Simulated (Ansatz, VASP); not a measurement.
# TiB2 in two plane-wave programs

Wanted: the spread between two codes on one cell, functional and k mesh. The cell is taken from a series of runs on this material, whose earlier steps may have relaxed, scaled, displaced or heated it; both programs get it as it stands.

Method: plane waves, with VASP 6.6.1 beside it; zone-centre phonons at PBEsol, in Ansatz 0.2.0.

**1. The structure**

Symmetry: P6/mmm, No. 191, hexagonal system. The conventional cell has a = 3.048 Å, b = 3.048 Å, c = 3.170 Å, α = 90.00°, β = 90.00°, γ = 120.00°. B has 3 B at 1.76 Å and 6 Ti at 2.37 Å nearest. Ti has 12 B at 2.37 Å nearest. Farther neighbours are not listed.

As a file:

```cif
data_structure
_symmetry_space_group_name_H-M 'P 1'
_symmetry_Int_Tables_number 1
_cell_length_a 3.0477
_cell_length_b 3.0477
_cell_length_c 3.1697
_cell_angle_alpha 90.000
_cell_angle_beta 90.000
_cell_angle_gamma 120.000
_cell_volume 25.50
loop_
_atom_site_label
_atom_site_type_symbol
_atom_site_fract_x
_atom_site_fract_y
_atom_site_fract_z
_atom_site_occupancy
B1 B 0.33333 0.66667 0.50000 1
B2 B 0.66667 0.33333 0.50000 1
Ti3 Ti 0.00000 0.00000 0.00000 1
```

**2. VASP: zone-centre phonons, PBEsol**

Second derivatives magnify differences that forces hide, and they need a tight electronic threshold.

Lines of VASP's logs that name or quote its potential files are left out, and so is its time.

INCAR reads:

```
SYSTEM = TiB2
PREC = Accurate
ENCUT = 500
EDIFF = 1E-08
NELM = 120
ISMEAR = 1
SIGMA = 0.2
LREAL = .FALSE.
ALGO = Normal
GGA = PS
NBANDS = 15
LASPH = .TRUE.
LORBIT = 11
LWAVE = .FALSE.
LCHARG = .FALSE.
ISIF = 2
IBRION = 8
GGA_COMPAT = .FALSE.
KPAR = 2
```

POSCAR reads:

```
TiB2
1.0
    3.0476708433      0.0000000000      0.0000000000
   -1.5238354217      2.6393603726      0.0000000000
    0.0000000000      0.0000000000      3.1696981019
B Ti
2 1
Direct
    0.3333333333      0.6666666667      0.5000000000
    0.6666666667      0.3333333333      0.5000000000
    0.0000000000      0.0000000000      0.0000000000
```

KPOINTS reads:

```
Automatic mesh
0
Gamma
15 15 16
0 0 0
```

Potentials, in the order of the species: B and Ti_sv (PBE family, release 64).

Command:

```console
mpirun -np 2 vasp_std
```

Numbers of over 12 decimals in the logs are rounded to 6 here.

The log of the run:

```text
[banner, memory and clock lines left out]
running    2 mpi-ranks, on    1 nodes
 distrk:  each k-point on    1 cores,    2 groups
 distr:  one band on    1 cores,    1 groups

 POSCAR found type information on POSCAR B Ti
 POSCAR found :  2 types and       3 ions
|                                                                             |
|               ----> ADVICE to this user running VASP <----                  |
|                                                                             |
|     You enforced a specific xc type in the INCAR file but a different       |
|     [... a line on the potential file left out ...]
|     I HOPE YOU KNOW WHAT YOU ARE DOING!                                     |
|                                                                             |

 LDA part: xc-table for (Slater+PW92), standard interpolation
 POSCAR, INCAR and KPOINTS ok, starting setup
 FFT: planning ... GRIDC
 FFT: planning ... GRID_SOFT
 FFT: planning ... GRID
 WAVECAR not read
 entering main loop
       N       E                     dE             d eps       ncg     rms          rms(c)
DAV:   1     0.121738501871E+03    0.12174E+03   -0.89305E+03  7298   0.133E+03
DAV:   2    -0.230799405717E+02   -0.14482E+03   -0.14011E+03  7780   0.356E+02
DAV:   3    -0.305215663239E+02   -0.74416E+01   -0.73681E+01 10487   0.786E+01
DAV:   4    -0.307140119711E+02   -0.19245E+00   -0.19234E+00  9082   0.113E+01
DAV:   5    -0.307190792921E+02   -0.50673E-02   -0.50672E-02 10721   0.152E+00    0.173E+01
DAV:   6    -0.257741030977E+02    0.49450E+01   -0.20539E+01 10174   0.518E+01    0.380E+00
DAV:   7    -0.257825429458E+02   -0.84398E-02   -0.11368E+00  7746   0.122E+01    0.346E+00
DAV:   8    -0.257850436401E+02   -0.25007E-02   -0.89401E-02 12173   0.257E+00    0.682E-01
DAV:   9    -0.257826845857E+02    0.23591E-02   -0.32022E-02  9063   0.239E+00    0.197E-01
DAV:  10    -0.257824423289E+02    0.24226E-03   -0.32501E-03  9226   0.742E-01    0.103E-01
DAV:  11    -0.257823945657E+02    0.47763E-04   -0.18610E-04 10120   0.146E-01    0.587E-02
DAV:  12    -0.257823713698E+02    0.23196E-04   -0.80994E-05  8785   0.112E-01    0.163E-02
DAV:  13    -0.257823713586E+02    0.11248E-07   -0.53850E-06 10008   0.204E-02    0.214E-03
DAV:  14    -0.257823712745E+02    0.84080E-07   -0.49709E-07 10045   0.734E-03    0.748E-04
DAV:  15    -0.257823713003E+02   -0.25771E-07   -0.22227E-08  7352   0.177E-03    0.366E-04
DAV:  16    -0.257823713203E+02   -0.20026E-07   -0.17792E-09  4443   0.353E-04    0.847E-05
DAV:  17    -0.257823713185E+02    0.18003E-08   -0.32770E-10  4037   0.218E-04
   1 F= -.25782371E+02 E0= -.25782428E+02  d E =0.170535E-03
 Linear response reoptimize wavefunctions to high precision
DAV:   1    -0.257823713197E+02   -0.12117E-08   -0.65679E-11  4541   0.817E-05
DAV:   2    -0.257823713197E+02   -0.19554E-10   -0.11450E-11  3869   0.347E-05
 Linear response DOF=           4
 Linear response progress:
  Degree of freedom:   1/  4
       N       E                     dE             d eps       ncg     rms          rms(c)
RMM:   1    -0.497538172508E-01   -0.49754E-01   -0.25517E-02 70416   0.141E+00
RMM:   2    -0.443506389556E-01    0.54032E-02   -0.29597E-03 58955   0.368E-01    0.161E-01
RMM:   3    -0.442028752957E-01    0.14776E-03   -0.11025E-03 59603   0.187E-01    0.798E-02
RMM:   4    -0.447505462691E-01   -0.54767E-03   -0.76644E-04 59405   0.142E-01    0.904E-03
RMM:   5    -0.447414134357E-01    0.91328E-05   -0.14260E-04 72202   0.536E-02    0.329E-03
RMM:   6    -0.447644751520E-01   -0.23062E-04   -0.31321E-05 75021   0.227E-02    0.138E-03
RMM:   7    -0.447574179594E-01    0.70572E-05   -0.56652E-06 73208   0.947E-03    0.432E-04
RMM:   8    -0.447628834636E-01   -0.54655E-05   -0.13764E-06 74772   0.458E-03    0.236E-04
RMM:   9    -0.447612308717E-01    0.16526E-05   -0.26706E-07 74988   0.223E-03    0.618E-05
RMM:  10    -0.447613660448E-01   -0.13517E-06   -0.13672E-07 76067   0.112E-03    0.170E-05
RMM:  11    -0.447614649962E-01   -0.98951E-07   -0.14961E-07 76223   0.569E-04    0.146E-05
RMM:  12    -0.447614655098E-01   -0.51355E-09   -0.17369E-07 75374   0.311E-04    0.127E-05
RMM:  13    -0.447614293533E-01    0.36157E-07   -0.76305E-08 75977   0.168E-04    0.243E-06
RMM:  14    -0.447614286338E-01    0.71946E-09   -0.41899E-08 79076   0.938E-05    0.137E-06
 first order change of Fermi-energy   0.68245E-04
 force on displaced ion       1 direction 1 : -18.555  -0.001   0.000
 Linear response progress:
  Degree of freedom:   2/  4
       N       E                     dE             d eps       ncg     rms          rms(c)
RMM:   1    -0.456660001132E-01   -0.45666E-01    0.98432E-03 23568   0.170E+00
RMM:   2    -0.438173073888E-01    0.18487E-02   -0.24090E-03 21774   0.345E-01    0.123E-01
RMM:   3    -0.437981526016E-01    0.19155E-04   -0.98443E-04 22277   0.180E-01    0.601E-02
RMM:   4    -0.442303899266E-01   -0.43224E-03   -0.51716E-04 22734   0.124E-01    0.118E-02
RMM:   5    -0.442740552432E-01   -0.43665E-04   -0.11566E-04 25846   0.531E-02    0.348E-03
RMM:   6    -0.443001081851E-01   -0.26053E-04   -0.22394E-05 26702   0.235E-02    0.135E-03
RMM:   7    -0.442887391211E-01    0.11369E-04   -0.53435E-06 26307   0.107E-02    0.521E-04
RMM:   8    -0.442913169406E-01   -0.25778E-05    0.44739E-07 26888   0.538E-03    0.150E-04
RMM:   9    -0.442910313723E-01    0.28557E-06   -0.10387E-06 26860   0.259E-03    0.117E-04
RMM:  10    -0.442909627193E-01    0.68653E-07   -0.69674E-07 26629   0.134E-03    0.679E-05
RMM:  11    -0.442914658550E-01   -0.50314E-06   -0.57862E-07 26464   0.681E-04    0.306E-05
RMM:  12    -0.442914301341E-01    0.35721E-07   -0.29002E-07 27570   0.368E-04    0.111E-05
RMM:  13    -0.442914308562E-01   -0.72209E-09   -0.25159E-07 27762   0.191E-04    0.852E-06
RMM:  14    -0.442914155166E-01    0.15340E-07   -0.11216E-07 26837   0.104E-04    0.199E-06
RMM:  15    -0.442914070684E-01    0.84482E-08   -0.74316E-08 27657   0.569E-05    0.324E-06
 first order change of Fermi-energy  -0.29391E-03
 force on displaced ion       1 direction 3 :   0.000  -0.000  -9.921
 Linear response progress:
  Degree of freedom:   3/  4
       N       E                     dE             d eps       ncg     rms          rms(c)
RMM:   1    -0.702337002448E+00   -0.70234E+00    0.42049E+00 17489   0.135E+02
RMM:   2    -0.664008115081E+00    0.38329E-01   -0.33354E-01 28956   0.516E+00    0.180E-01
RMM:   3    -0.662184625263E+00    0.18235E-02   -0.22002E-02 34101   0.124E+00    0.799E-02
RMM:   4    -0.661937284877E+00    0.24734E-03   -0.12977E-02 38611   0.569E-01    0.195E-02
RMM:   5    -0.662778990432E+00   -0.84171E-03   -0.11753E-03 39465   0.193E-01    0.105E-02
RMM:   6    -0.663111872686E+00   -0.33288E-03   -0.30363E-04 40569   0.846E-02    0.439E-03
RMM:   7    -0.663284465968E+00   -0.17259E-03   -0.71377E-05 40023   0.384E-02    0.120E-03
RMM:   8    -0.663333014642E+00   -0.48549E-04   -0.23180E-05 41517   0.174E-02    0.233E-04
RMM:   9    -0.663339613171E+00   -0.65985E-05   -0.12798E-05 42630   0.904E-03    0.137E-04
RMM:  10    -0.663342898917E+00   -0.32857E-05   -0.87537E-06 42650   0.478E-03    0.128E-04
RMM:  11    -0.663348739649E+00   -0.58407E-05   -0.73170E-06 40758   0.304E-03    0.413E-05
RMM:  12    -0.663352891048E+00   -0.41514E-05   -0.57671E-06 40954   0.205E-03    0.688E-05
RMM:  13    -0.663349999620E+00    0.28914E-05   -0.44240E-06 40494   0.145E-03    0.338E-05
RMM:  14    -0.663349574029E+00    0.42559E-06   -0.31715E-06 42747   0.109E-03    0.580E-05
RMM:  15    -0.663350322074E+00   -0.74804E-06   -0.26767E-06 40751   0.866E-04    0.467E-05
RMM:  16    -0.663350641613E+00   -0.31954E-06   -0.21923E-06 41310   0.714E-04    0.420E-05
RMM:  17    -0.663350972385E+00   -0.33077E-06   -0.18559E-06 40034   0.605E-04    0.371E-05
RMM:  18    -0.663351009459E+00   -0.37075E-07   -0.15456E-06 43048   0.519E-04    0.412E-05
 first order change of Fermi-energy   0.42269E-03
 force on displaced ion       3 direction 1 : -14.835  -0.000   0.000
 Linear response progress:
  Degree of freedom:   4/  4
       N       E                     dE             d eps       ncg     rms          rms(c)
RMM:   1    -0.789843854234E+00   -0.78984E+00   -0.18770E+00  7519   0.132E+02
RMM:   2    -0.740453787777E+00    0.49390E-01   -0.31243E-01 11961   0.476E+00    0.197E-01
RMM:   3    -0.739368397079E+00    0.10854E-02   -0.23300E-02 13942   0.118E+00    0.891E-02
RMM:   4    -0.739745633763E+00   -0.37724E-03   -0.16601E-02 15320   0.583E-01    0.260E-02
RMM:   5    -0.740752627830E+00   -0.10070E-02   -0.15169E-03 16087   0.194E-01    0.185E-02
RMM:   6    -0.741811482761E+00   -0.10589E-02   -0.30576E-04 14578   0.932E-02    0.579E-03
RMM:   7    -0.741534560774E+00    0.27692E-03   -0.82769E-05 15731   0.395E-02    0.294E-03
RMM:   8    -0.741640221865E+00   -0.10566E-03   -0.26322E-05 16208   0.196E-02    0.605E-04
RMM:   9    -0.741658063260E+00   -0.17841E-04   -0.20165E-05 17326   0.101E-02    0.247E-04
RMM:  10    -0.741657550781E+00    0.51248E-06   -0.11933E-05 17180   0.578E-03    0.164E-04
RMM:  11    -0.741662190927E+00   -0.46401E-05   -0.81856E-06 16729   0.370E-03    0.809E-05
RMM:  12    -0.741666951883E+00   -0.47610E-05   -0.66658E-06 16423   0.266E-03    0.203E-05
RMM:  13    -0.741667139020E+00   -0.18714E-06   -0.52560E-06 17611   0.199E-03    0.144E-05
RMM:  14    -0.741667337252E+00   -0.19823E-06   -0.52443E-06 17926   0.158E-03    0.222E-05
RMM:  15    -0.741667450059E+00   -0.11281E-06   -0.36758E-06 17568   0.130E-03    0.315E-05
RMM:  16    -0.741667756988E+00   -0.30693E-06   -0.33726E-06 16390   0.110E-03    0.353E-05
RMM:  17    -0.741667575796E+00    0.18119E-06   -0.25373E-06 16123   0.946E-04    0.455E-05
RMM:  18    -0.741667615666E+00   -0.39870E-07   -0.23037E-06 17001   0.819E-04    0.511E-05
RMM:  19    -0.741667830316E+00   -0.21465E-06   -0.19277E-06 15402   0.719E-04    0.529E-05
RMM:  20    -0.741667449646E+00    0.38067E-06   -0.19438E-06 15183   0.645E-04    0.655E-05
RMM:  21    -0.741667176322E+00    0.27332E-06   -0.14069E-06 15829   0.569E-04    0.748E-05
RMM:  22    -0.741667396985E+00   -0.22066E-06   -0.13619E-06 14699   0.500E-04    0.734E-05
RMM:  23    -0.741667476346E+00   -0.79361E-07   -0.96506E-07 15364   0.441E-04    0.739E-05
 first order change of Fermi-energy   0.23202E-02
 force on displaced ion       3 direction 3 :   0.000   0.000 -14.980
 Linear response finished
```

Parts of OUTCAR (step 2):

```text
ion  position               nearest neighbor table
   1  0.333  0.667  0.500-   2 1.76   2 1.76   2 1.76   3 2.37   3 2.37   3 2.37   3 2.37   3 2.37
                             3 2.37
   2  0.667  0.333  0.500-   1 1.76   1 1.76   1 1.76   3 2.37   3 2.37   3 2.37   3 2.37   3 2.37
                             3 2.37
   3  0.000  0.000  0.000-   1 2.37   2 2.37   1 2.37   2 2.37   1 2.37   1 2.37   2 2.37   2 2.37
                             2 2.37   2 2.37   1 2.37   1 2.37

  LATTYP: Found a hexagonal cell.
 ALAT       =     3.0476708433
 C/A-ratio  =     1.0400395137

 Subroutine GETGRP returns: Found 24 space group operations
 (whereof 24 operations were pure point group operations)

The static configuration has the point symmetry D_6h.

 Found    243 irreducible k-points:

   k-points           NKPTS =    243   k-points in BZ     NKDIM =    243   number of bands    NBANDS=     15

   dimension x,y,z NGX =    24 NGY =   24 NGZ =   24
   dimension x,y,z NGXF=    48 NGYF=   48 NGZF=   48

   ENCUT  =  500.0 eV  36.75 Ry    6.06 a.u.   5.56  5.56  5.78*2*pi/ulx,y,z

   NELECT =      18.0000    total number of electrons

 k-points in reciprocal lattice and weights: Automatic mesh
   0.00000000  0.00000000  0.00000000       0.000
   0.06666667 -0.00000000  0.00000000       0.002
   0.13333333 -0.00000000  0.00000000       0.002
   0.20000000  0.00000000  0.00000000       0.002
   0.26666667 -0.00000000  0.00000000       0.002
   0.33333333 -0.00000000  0.00000000       0.002
   0.40000000  0.00000000  0.00000000       0.002
   0.46666667  0.00000000  0.00000000       0.002
   0.06666667  0.06666667  0.00000000       0.002
[...]
0.33333333  0.26666667  0.50000000       0.003
   0.33333333  0.33333333  0.50000000       0.001

 average (electrostatic) potential at core
       1 -22.4002       2 -22.4002       3 -70.6118

  Total       -1.0061478     -1.0061478      0.0459945      0.0000000      0.0000000      0.0000000
  in kB      -63.2248390    -63.2248390      2.8902236      0.0000000      0.0000000      0.0000000
  external PRESSURE =     -41.1864848 kB  Pullay stress =       0.0000000 kB

  energy-cutoff  :      500.00
  volume of cell :       25.50
      direct lattice vectors                 reciprocal lattice vectors
     3.047670843  0.000000000  0.000000000     0.328119423  0.189439837  0.000000000
    -1.523835422  2.639360373  0.000000000     0.000000000  0.378879675  0.000000000
     0.000000000  0.000000000  3.169698102     0.000000000  0.000000000  0.315487459

 POSITION                                       TOTAL-FORCE (eV/Angst)
 -----------------------------------------------------------------------------------
     -0.00000      1.75957      1.58485        -0.000000     -0.000000      0.000000
      1.52384      0.87979      1.58485         0.000000      0.000000      0.000000
      0.00000      0.00000      0.00000        -0.000000     -0.000000      0.000000
 -----------------------------------------------------------------------------------
    total drift:                               -0.000000      0.000000      0.000000

 Eigenvectors and eigenvalues of the dynamical matrix
 ----------------------------------------------------

   1 f  =   25.914824 THz   162.827641 2PiTHz  864.425479 cm-1   107.175052 meV
             X         Y         Z           dx          dy          dz
     -0.000000  1.759574  1.584849     0.674052   -0.213667   -0.000000
      1.523835  0.879787  1.584849    -0.674052    0.213667    0.000000
      0.000000  0.000000  0.000000     0.000000   -0.000000   -0.000000

   2 f  =   25.914824 THz   162.827641 2PiTHz  864.425479 cm-1   107.175052 meV
             X         Y         Z           dx          dy          dz
     -0.000000  1.759574  1.584849    -0.213667   -0.674052    0.000000
      1.523835  0.879787  1.584849     0.213667    0.674052   -0.000000
      0.000000  0.000000  0.000000    -0.000000    0.000000    0.000000

   3 f  =   16.716639 THz   105.033738 2PiTHz  557.607043 cm-1    69.134431 meV
             X         Y         Z           dx          dy          dz
     -0.000000  1.759574  1.584849    -0.000000   -0.000000   -0.707107
      1.523835  0.879787  1.584849    -0.000000   -0.000000    0.707107
      0.000000  0.000000  0.000000     0.000000    0.000000   -0.000000

   4 f  =   15.670314 THz    98.459488 2PiTHz  522.705416 cm-1    64.807183 meV
             X         Y         Z           dx          dy          dz
     -0.000000  1.759574  1.584849     0.000000   -0.000000    0.586780
      1.523835  0.879787  1.584849     0.000000   -0.000000    0.586780
      0.000000  0.000000  0.000000    -0.000000    0.000000   -0.558014

   5 f  =   15.591610 THz    97.964972 2PiTHz  520.080116 cm-1    64.481687 meV
             X         Y         Z           dx          dy          dz
     -0.000000  1.759574  1.584849    -0.559303    0.177292    0.000000
      1.523835  0.879787  1.584849    -0.559303    0.177292    0.000000
      0.000000  0.000000  0.000000     0.532027   -0.168646   -0.000000

   6 f  =   15.591610 THz    97.964972 2PiTHz  520.080116 cm-1    64.481687 meV
             X         Y         Z           dx          dy          dz
     -0.000000  1.759574  1.584849    -0.177292   -0.559303   -0.000000
      1.523835  0.879787  1.584849    -0.177292   -0.559303   -0.000000
      0.000000  0.000000  0.000000     0.168646    0.532027    0.000000

   7 f/i=    0.004741 THz     0.029788 2PiTHz    0.158139 cm-1     0.019607 meV
             X         Y         Z           dx          dy          dz
     -0.000000  1.759574  1.584849    -0.000000    0.000000    0.394575
      1.523835  0.879787  1.584849    -0.000000    0.000000    0.394575
      0.000000  0.000000  0.000000    -0.000000    0.000000    0.829832

   8 f/i=    0.006661 THz     0.041855 2PiTHz    0.222202 cm-1     0.027549 meV
             X         Y         Z           dx          dy          dz
     -0.000000  1.759574  1.584849     0.090174   -0.384208    0.000000
      1.523835  0.879787  1.584849     0.090174   -0.384208    0.000000
      0.000000  0.000000  0.000000     0.189594   -0.807812    0.000000

   9 f/i=    0.006661 THz     0.041855 2PiTHz    0.222202 cm-1     0.027549 meV
             X         Y         Z           dx          dy          dz
     -0.000000  1.759574  1.584849     0.384208    0.090174   -0.000000
      1.523835  0.879787  1.584849     0.384208    0.090174   -0.000000
      0.000000  0.000000  0.000000     0.807812    0.189594   -0.000000

 ELASTIC MODULI CONTR FROM IONIC RELAXATION (kBar)
 Direction    XX          YY          ZZ          XY          YZ          ZX
 --------------------------------------------------------------------------------
 XX         -31.9593     31.9593      0.0000      0.0000     -0.0000      0.0000
 YY          31.9593    -31.9593      0.0000      0.0000      0.0000     -0.0000
 ZZ           0.0000      0.0000     -0.0000     -0.0000      0.0000     -0.0000
 XY           0.0000      0.0000     -0.0000    -31.9593      0.0000     -0.0000
 YZ          -0.0000      0.0000      0.0000      0.0000     -0.0000      0.0000
 ZX           0.0000     -0.0000     -0.0000     -0.0000      0.0000     -0.0000
 --------------------------------------------------------------------------------
```

(Part 1 of 2 ends here.)

[Lines on the potential files, build, host, timing and source positions are cut from VASP's logs without a mark.]

[Logs are printed without paths, hosts, clocks, repeated set-up lines and the standing remarks that a program may print on its own settings, such as how far it seeks lower states.]

[Hosts, paths, dates, database ids (printed as entryN), source tags and the programs' standing remarks are cut or masked in the printed files.]
